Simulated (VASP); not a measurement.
# Which magnetic order does FeGe take?, part 3 of 6

Is FeGe a ferromagnet or an antiferromagnet at this level? The start is a cell from a database of measured crystal structures.

VASP 6.6.1, plane waves and PAW; the level of theory is named at each step.

Still holding for the runs below: The magnetic state follows from one typed start and may not be the lowest. The k-mesh is coarse for a metal. A U on the itinerant d states of such a compound is hard to justify; it moves the bands at the Fermi level and favours large moments.

So far, largest spin moment in the PAW sphere (μB): step 2 (relax in the ferromagnetic state) 2.61. The relaxed cell has a = 4.839 Å (conventional setting).

The database entry behind the starting cell differs from later determinations by our own check (about 0.2 % short), so it need not match the best structure at ambient conditions.

## (3) Magnetic order, start order fm, signs ++++

This step: PBE, DFT+U (Fe d 3 eV), spin-polarised, from parallel moments; plane waves and PAW (Ge, Fe) (VASP 6.6.1).

Each run starts from other signs of the moments at the same geometry and cutoff; gentle mixing helps it keep them. Any wave vector in a name is a fraction of the reciprocal vectors of the first cell as typed.

Contents of INCAR:

```
SYSTEM = FeGe
PREC = Normal
ENCUT = 350
EDIFF = 1E-06
NELM = 150
ISMEAR = 0
SIGMA = 0.05
LREAL = .FALSE.
ALGO = Normal
GGA = PE
NBANDS = 38
ISPIN = 2
MAGMOM = 0 0 0 0 3 3 3 3
LDAU = .TRUE.
LDAUTYPE = 2
LDAUL = -1 2
LDAUU = 0 3
LDAUJ = 0 0
LDAUPRINT = 1
LASPH = .TRUE.
LMAXMIX = 4
LORBIT = 11
LWAVE = .FALSE.
LCHARG = .TRUE.
AMIX = 0.2
BMIX = 1E-04
AMIX_MAG = 0.8
BMIX_MAG = 1E-04
```

Contents of POSCAR:

```
FeGe
1.0
    4.8390549350      0.0000000000      0.0000000000
    0.0000000000      4.8390549350      0.0000000000
    0.0000000000      0.0000000000      4.8390549350
Ge Fe
4 4
Direct
    0.1547948861      0.3452051139      0.6547948861
    0.3452051139      0.6547948861      0.1547948861
    0.6547948861      0.1547948861      0.3452051139
    0.8452051139      0.8452051139      0.8452051139
    0.8669156897      0.6330843103      0.3669156897
    0.6330843103      0.3669156897      0.8669156897
    0.3669156897      0.8669156897      0.6330843103
    0.1330843103      0.1330843103      0.1330843103
```

Contents of KPOINTS:

```
Automatic mesh
0
Gamma
4 4 4
0 0 0
```

The projector-augmented-wave data sets are Ge and Fe (PBE family, release 64).

Run with:

```
mpirun -np 1 vasp_std
```

Log:

```text
[... set-up lines as in an earlier step ...]
 entering main loop
       N       E                     dE             d eps       ncg     rms          rms(c)
DAV:   1     0.282064581739E+03    0.28206E+03   -0.14930E+04  1672   0.977E+02
DAV:   2    -0.233134903832E+02   -0.30538E+03   -0.29060E+03  1672   0.270E+02
DAV:   3    -0.445290857167E+02   -0.21216E+02   -0.19756E+02  2006   0.846E+01
DAV:   4    -0.452282477525E+02   -0.69916E+00   -0.69285E+00  2104   0.142E+01
DAV:   5    -0.452454310078E+02   -0.17183E-01   -0.17176E-01  2056   0.180E+00    0.250E+01
DAV:   6    -0.410280246866E+02    0.42174E+01   -0.23672E+01  2336   0.623E+01    0.130E+01
DAV:   7    -0.409351174715E+02    0.92907E-01   -0.22643E+00  2286   0.172E+01    0.801E+00
DAV:   8    -0.409626363573E+02   -0.27519E-01   -0.47493E-01  2462   0.425E+00    0.578E+00
DAV:   9    -0.410156235077E+02   -0.52987E-01   -0.71525E-01  2648   0.617E+00    0.210E+00
DAV:  10    -0.411009973453E+02   -0.85374E-01   -0.14289E-01  2202   0.341E+00    0.762E-01
DAV:  11    -0.411180843047E+02   -0.17087E-01   -0.17426E-02  2050   0.873E-01    0.608E-01
DAV:  12    -0.411409136313E+02   -0.22829E-01   -0.18695E-02  2440   0.875E-01    0.431E-01
DAV:  13    -0.411524966063E+02   -0.11583E-01   -0.13223E-02  2444   0.867E-01    0.276E-01
DAV:  14    -0.411577293715E+02   -0.52328E-02   -0.13352E-02  2476   0.612E-01    0.118E-01
DAV:  15    -0.411584276439E+02   -0.69827E-03   -0.12808E-03  2002   0.358E-01    0.448E-02
DAV:  16    -0.411584598553E+02   -0.32211E-04   -0.10354E-04  2210   0.947E-02    0.242E-02
DAV:  17    -0.411584712893E+02   -0.11434E-04   -0.16232E-05  2270   0.454E-02    0.163E-02
DAV:  18    -0.411584753654E+02   -0.40761E-05   -0.76192E-06  1848   0.217E-02    0.873E-03
DAV:  19    -0.411584778587E+02   -0.24933E-05   -0.34354E-06  1136   0.174E-02    0.644E-03
DAV:  20    -0.411584799665E+02   -0.21078E-05   -0.28486E-06  1224   0.120E-02    0.478E-03
DAV:  21    -0.411584812263E+02   -0.12598E-05   -0.27481E-06  1098   0.108E-02    0.283E-03
DAV:  22    -0.411584818952E+02   -0.66892E-06   -0.12440E-06  1146   0.846E-03
   1 F= -.41158482E+02 E0= -.41156420E+02  d E =-.412289E-02  mag=     9.1582
```

Elapsed: 46 s, on 1 MPI rank of Intel Xeon 6975P-C (Granite Rapids), shared host; peak memory 0.17 GiB.

OUTCAR, selected parts (step 3):

```text
  LATTYP: Found a simple cubic cell.
 ALAT       =     4.8390549350

 Found     11 irreducible k-points:

   k-points           NKPTS =     11   k-points in BZ     NKDIM =     11   number of bands    NBANDS=     38

   ENCUT  =  350.0 eV  25.72 Ry    5.07 a.u.   7.38  7.38  7.38*2*pi/ulx,y,z

   NELECT =      48.0000    total number of electrons

atom =   5  type =  2  l = 2

 onsite density matrix

spin component  1

  0.8949 -0.0133  0.0032  0.0133  0.0029
 -0.0133  0.8949 -0.0041  0.0133  0.0013
  0.0032 -0.0041  0.9035 -0.0009 -0.0000
  0.0133  0.0133 -0.0009  0.8949  0.0042
  0.0029  0.0013 -0.0000  0.0042  0.9035

spin component  2

  0.5106  0.0611 -0.0114 -0.0611 -0.0290
  0.0611  0.5106  0.0308 -0.0611  0.0046
 -0.0114  0.0308  0.1676  0.0194 -0.0000
 -0.0611 -0.0611  0.0194  0.5106 -0.0243
 -0.0290  0.0046 -0.0000 -0.0243  0.1676

 occupancies and eigenvectors

  o =  0.1626  v =  0.0000  0.0000  0.0000  0.0000  0.0000 -0.1056  0.0353 -0.1820 -0.0703 -0.9744      0.0000  0.0000  0.0000  0.0000  0.0000  0.0000  0.0000  0.0000  0.0000  0.0000
  o =  0.1626  v =  0.0000  0.0000  0.0000  0.0000  0.0000  0.0202 -0.1016  0.9744 -0.0814 -0.1820      0.0000  0.0000  0.0000  0.0000  0.0000  0.0000  0.0000  0.0000  0.0000  0.0000
  o =  0.4545  v =  0.0000  0.0000  0.0000  0.0000  0.0000  0.0363 -0.7184 -0.1246 -0.6821  0.0425      0.0000  0.0000  0.0000  0.0000  0.0000  0.0000  0.0000  0.0000  0.0000  0.0000
  o =  0.4545  v =  0.0000  0.0000  0.0000  0.0000  0.0000 -0.8086  0.3729  0.0425 -0.4357  0.1246      0.0000  0.0000  0.0000  0.0000  0.0000  0.0000  0.0000  0.0000  0.0000  0.0000
  o =  0.6328  v =  0.0000  0.0000  0.0000  0.0000  0.0000 -0.5774 -0.5774  0.0000  0.5774 -0.0000      0.0000  0.0000  0.0000  0.0000  0.0000  0.0000  0.0000  0.0000  0.0000  0.0000
  o =  0.8682  v = -0.5774 -0.5774 -0.0000  0.5774 -0.0000  0.0000  0.0000  0.0000  0.0000  0.0000      0.0000  0.0000  0.0000  0.0000  0.0000  0.0000  0.0000  0.0000  0.0000  0.0000
  o =  0.9001  v = -0.4428  0.2499  0.6634 -0.1929  0.5140  0.0000  0.0000  0.0000  0.0000  0.0000      0.0000  0.0000  0.0000  0.0000  0.0000  0.0000  0.0000  0.0000  0.0000  0.0000
  o =  0.9001  v = -0.0329 -0.3670 -0.5140 -0.3999  0.6634  0.0000  0.0000  0.0000  0.0000  0.0000      0.0000  0.0000  0.0000  0.0000  0.0000  0.0000  0.0000  0.0000  0.0000  0.0000
  o =  0.9116  v = -0.6818  0.2815 -0.3656 -0.4003 -0.4026  0.0000  0.0000  0.0000  0.0000  0.0000      0.0000  0.0000  0.0000  0.0000  0.0000  0.0000  0.0000  0.0000  0.0000  0.0000
  o =  0.9116  v =  0.0686 -0.6247  0.4026 -0.5561 -0.3656  0.0000  0.0000  0.0000  0.0000  0.0000      0.0000  0.0000  0.0000  0.0000  0.0000  0.0000  0.0000  0.0000  0.0000  0.0000

atom =   6  type =  2  l = 2

 onsite density matrix

spin component  1

  0.8949  0.0133  0.0032 -0.0133  0.0029
  0.0133  0.8949  0.0041  0.0133 -0.0013
  0.0032  0.0041  0.9035  0.0009 -0.0000
 -0.0133  0.0133  0.0009  0.8949 -0.0042
  0.0029 -0.0013 -0.0000 -0.0042  0.9035

spin component  2

  0.5106 -0.0611 -0.0114  0.0611 -0.0290
 -0.0611  0.5106 -0.0308 -0.0611 -0.0046
 -0.0114 -0.0308  0.1676 -0.0194  0.0000
  0.0611 -0.0611 -0.0194  0.5106  0.0243
 -0.0290 -0.0046  0.0000  0.0243  0.1676

 occupancies and eigenvectors

  o =  0.1626  v =  0.0000  0.0000  0.0000  0.0000  0.0000 -0.0942 -0.0022  0.1277  0.0920 -0.9830      0.0000  0.0000  0.0000  0.0000  0.0000  0.0000  0.0000  0.0000  0.0000  0.0000
  o =  0.1626  v =  0.0000  0.0000  0.0000  0.0000  0.0000  0.0518  0.1075  0.9830  0.0557  0.1277      0.0000  0.0000  0.0000  0.0000  0.0000  0.0000  0.0000  0.0000  0.0000  0.0000
  o =  0.4545  v =  0.0000  0.0000  0.0000  0.0000  0.0000 -0.4564  0.3506 -0.0741  0.8071  0.1089      0.0000  0.0000  0.0000  0.0000  0.0000  0.0000  0.0000  0.0000  0.0000  0.0000
  o =  0.4545  v =  0.0000  0.0000  0.0000  0.0000  0.0000  0.6684  0.7295 -0.1089  0.0611 -0.0741      0.0000  0.0000  0.0000  0.0000  0.0000  0.0000  0.0000  0.0000  0.0000  0.0000
  o =  0.6328  v =  0.0000  0.0000  0.0000  0.0000  0.0000  0.5774 -0.5774  0.0000  0.5774  0.0000      0.0000  0.0000  0.0000  0.0000  0.0000  0.0000  0.0000  0.0000  0.0000  0.0000
  o =  0.8682  v =  0.5774 -0.5774  0.0000  0.5774 -0.0000  0.0000  0.0000  0.0000  0.0000  0.0000      0.0000  0.0000  0.0000  0.0000  0.0000  0.0000  0.0000  0.0000  0.0000  0.0000
  o =  0.9001  v = -0.4440 -0.2220  0.6236  0.2220  0.5617  0.0000  0.0000  0.0000  0.0000  0.0000      0.0000  0.0000  0.0000  0.0000  0.0000  0.0000  0.0000  0.0000  0.0000  0.0000
  o =  0.9001  v =  0.0000  0.3845 -0.5617  0.3845  0.6236  0.0000  0.0000  0.0000  0.0000  0.0000      0.0000  0.0000  0.0000  0.0000  0.0000  0.0000  0.0000  0.0000  0.0000  0.0000
  o =  0.9116  v =  0.6852  0.3426  0.4040 -0.3426  0.3639  0.0000  0.0000  0.0000  0.0000  0.0000      0.0000  0.0000  0.0000  0.0000  0.0000  0.0000  0.0000  0.0000  0.0000  0.0000
  o =  0.9116  v =  0.0000 -0.5934 -0.3639 -0.5934  0.4040  0.0000  0.0000  0.0000  0.0000  0.0000      0.0000  0.0000  0.0000  0.0000  0.0000  0.0000  0.0000  0.0000  0.0000  0.0000

atom =   7  type =  2  l = 2

 onsite density matrix

spin component  1

  0.8949  0.0133 -0.0032  0.0133 -0.0029
  0.0133  0.8949 -0.0041 -0.0133  0.0013
 -0.0032 -0.0041  0.9035  0.0009  0.0000
  0.0133 -0.0133  0.0009  0.8949 -0.0042
 -0.0029  0.0013  0.0000 -0.0042  0.9035
[...]
o =  0.4545  v =  0.0000  0.0000  0.0000  0.0000  0.0000 -0.3656 -0.4426  0.0877  0.8082 -0.0983      0.0000  0.0000  0.0000  0.0000  0.0000  0.0000  0.0000  0.0000  0.0000  0.0000
  o =  0.4545  v =  0.0000  0.0000  0.0000  0.0000  0.0000  0.7221 -0.6777  0.0983 -0.0445  0.0877      0.0000  0.0000  0.0000  0.0000  0.0000  0.0000  0.0000  0.0000  0.0000  0.0000
  o =  0.6328  v =  0.0000  0.0000  0.0000  0.0000  0.0000  0.5774  0.5774 -0.0000  0.5774 -0.0000      0.0000  0.0000  0.0000  0.0000  0.0000  0.0000  0.0000  0.0000  0.0000  0.0000
  o =  0.8682  v =  0.5774  0.5774  0.0000  0.5774  0.0000  0.0000  0.0000  0.0000  0.0000  0.0000      0.0000  0.0000  0.0000  0.0000  0.0000  0.0000  0.0000  0.0000  0.0000  0.0000
  o =  0.9001  v = -0.0885  0.4210 -0.6746 -0.3326  0.4991  0.0000  0.0000  0.0000  0.0000  0.0000      0.0000  0.0000  0.0000  0.0000  0.0000  0.0000  0.0000  0.0000  0.0000  0.0000
  o =  0.9001  v =  0.4351 -0.1409  0.4991 -0.2942  0.6746  0.0000  0.0000  0.0000  0.0000  0.0000      0.0000  0.0000  0.0000  0.0000  0.0000  0.0000  0.0000  0.0000  0.0000  0.0000
  o =  0.9116  v = -0.2841  0.6821  0.4987 -0.3980 -0.2168  0.0000  0.0000  0.0000  0.0000  0.0000      0.0000  0.0000  0.0000  0.0000  0.0000  0.0000  0.0000  0.0000  0.0000  0.0000
  o =  0.9116  v =  0.6236 -0.0658 -0.2168 -0.5578 -0.4987  0.0000  0.0000  0.0000  0.0000  0.0000      0.0000  0.0000  0.0000  0.0000  0.0000  0.0000  0.0000  0.0000  0.0000  0.0000

 E-fermi :   6.3446

 spin component 1
 k-point     1 :       0.0000    0.0000    0.0000
  band No.  band energies     occupation
    ...
     23       3.7025      1.00000
     24       3.7025      1.00000
     25       3.8302      1.00000
     26       3.8302      1.00000
     27       3.8302      1.00000
     28       6.8490      0.00000
     29       6.8490      0.00000
     30       6.8490      0.00000
     31       7.9456      0.00000
     32       7.9456      0.00000
    ...

 k-point     2 :       0.2500    0.0000    0.0000
  band No.  band energies     occupation
    ...
     25       3.7782      1.00000
     26       3.9227      1.00000
     27       5.6399      1.00000
     28       5.7652      1.00000
     29       6.1156      1.00000
     30       6.4263      0.01046
     31       6.7352      0.00000
     32       8.5102      0.00000
     33       9.0614      0.00000
     34       9.1342      0.00000
    ...

 k-point     3 :       0.5000    0.0000    0.0000
  band No.  band energies     occupation
    ...
     26       3.9216      1.00000
     27       5.4058      1.00000
     28       5.4058      1.00000
     29       5.7263      1.00000
     30       5.7263      1.00000
     31       8.7194      0.00000
     32       8.7194      0.00000
     33       9.3911      0.00000
     34       9.3911      0.00000
     35       9.8228      0.00000
    ...

 k-point     4 :       0.2500    0.2500    0.0000
  band No.  band energies     occupation
    ...
     25       3.9479      1.00000
     26       4.1803      1.00000
     27       5.4310      1.00000
     28       5.5343      1.00000
     29       6.1778      1.00000
     30       6.9031      0.00000
     31       7.0878      0.00000
     32       7.8324      0.00000
     33       8.6699      0.00000
     34       9.1300      0.00000
    ...

  Total       -0.1419417     -0.1419417     -0.1419417      0.0000000     -0.0000000     -0.0000000
  in kB       -2.0069613     -2.0069613     -2.0069613      0.0000000     -0.0000000     -0.0000000
  external PRESSURE =      -2.0069613 kB  Pullay stress =       0.0000000 kB

  energy-cutoff  :      350.00
  volume of cell :      113.31
      direct lattice vectors                 reciprocal lattice vectors
     4.839054935  0.000000000  0.000000000     0.206651921  0.000000000  0.000000000
     0.000000000  4.839054935  0.000000000     0.000000000  0.206651921  0.000000000
     0.000000000  0.000000000  4.839054935     0.000000000  0.000000000  0.206651921

 POSITION                                       TOTAL-FORCE (eV/Angst)
 -----------------------------------------------------------------------------------
      0.74906      1.67047      3.16859         0.008814     -0.008814      0.008814
      1.67047      3.16859      0.74906        -0.008814      0.008814      0.008814
      3.16859      0.74906      1.67047         0.008814      0.008814     -0.008814
      4.08999      4.08999      4.08999        -0.008814     -0.008814     -0.008814
      4.19505      3.06353      1.77553         0.008608     -0.008608      0.008608
      3.06353      1.77553      4.19505        -0.008608      0.008608      0.008608
      1.77553      4.19505      3.06353         0.008608      0.008608     -0.008608
      0.64400      0.64400      0.64400        -0.008608     -0.008608     -0.008608
 -----------------------------------------------------------------------------------
    total drift:                               -0.000001     -0.000000      0.000000

  FREE ENERGIE OF THE ION-ELECTRON SYSTEM (eV)
  ---------------------------------------------------
  free  energy   TOTEN  =       -41.1584818952 eV

  energy  without entropy=      -41.1543590082  energy(sigma->0) =      -41.15642045

 total charge
# of ion       s       p       d       tot
------------------------------------------
    1        1.152   1.163   0.102   2.417
    2        1.152   1.163   0.102   2.417
    3        1.152   1.163   0.102   2.417
    4        1.152   1.163   0.102   2.417
    5        0.358   0.431   6.332   7.122
    6        0.358   0.431   6.332   7.122
    7        0.358   0.431   6.332   7.122
    8        0.358   0.431   6.332   7.122
--------------------------------------------------
tot          6.041   6.377  25.737  38.155

 magnetization (x)
# of ion       s       p       d       tot
------------------------------------------
    1        0.004  -0.147  -0.015  -0.158
    2        0.004  -0.147  -0.015  -0.158
    3        0.004  -0.147  -0.015  -0.158
    4        0.004  -0.147  -0.015  -0.158
    5        0.005  -0.020   2.624   2.609
    6        0.005  -0.020   2.624   2.609
    7        0.005  -0.020   2.624   2.609
    8        0.005  -0.020   2.624   2.609
--------------------------------------------------
tot          0.037  -0.670  10.438   9.805

[... 4 parts as in an earlier step ...]

[... 10 further parts left out ...]
```

Numbers from this step:

* electronic cycles: 22
* free energy (TOTEN): -41.16 eV
* energy at zero smearing: -41.16 eV
* Fermi energy: 6.345 eV

Spin density in the ac plane at fractional y = 0.133, with atoms of Ge and Fe within 0.2 Å of it.

Ten even steps from '0' (0.0 e/Å³) to '9' (3.1 e/Å³), each cell a mean:
```
00000000000000
00000000000000
00000000000000
00000000000000
00000000000000
00000000000000
00000000000000
00000000000000
00000000000000
00100000000000
14520000000000
39951000000000
37940000000000
03310000000000
```
Columns run along a (4.8 Å), rows up along c (4.8 Å). Atoms in or near the plane, at fractional coordinates: Ge at (0.65, 0.35), Fe at (0.13, 0.13).

Valence density in the ac plane at fractional y = 0.133, with atoms of Ge and Fe within 0.2 Å of it. It is the smooth field of the valence electrons, not physical close to the nuclei.

Ten steps, logarithmic in the rise over the least value, from '_' (0.0 e/Å³) to '@' (6.6 e/Å³), each cell a mean:
```
--====----::::::::----------
--------::::::::------------
----------::::::------------
------------::::::--::::::::
--------------------::::::::
::--------------------::::::
::--------------==------::::
::::----------==----------::
::------::------::__::------
--======--------::..--==----
**%%%%**==------------==--==
##@@@@%%==----------------==
##@@@@%%==::::::----------==
++####**--::::::::----------
```
Columns run along a (4.8 Å), rows up along c (4.8 Å). Atoms in or near the plane, at fractional coordinates: Ge at (0.65, 0.35), Fe at (0.13, 0.13).

The largest moment at the end is 2.61 μB, and the moments of the cell sum to 9.16 μB.

(Part 3 of 6 ends here.)

[Lines on the potential files, build, host, timing and source positions are cut from VASP's logs without a mark.]

[Logs are printed without paths, hosts, clocks, repeated set-up lines and the standing remarks that a program may print on its own settings, such as how far it seeks lower states.]

[Hosts, paths, dates, database ids (printed as entryN), source tags and the programs' standing remarks are cut or masked in the printed files.]

[In band tables of VASP the shares of atoms and orbitals are scaled to a sum of 1 inside the atoms' spheres.]

[Runs that stopped without an error message from VASP are left out.]
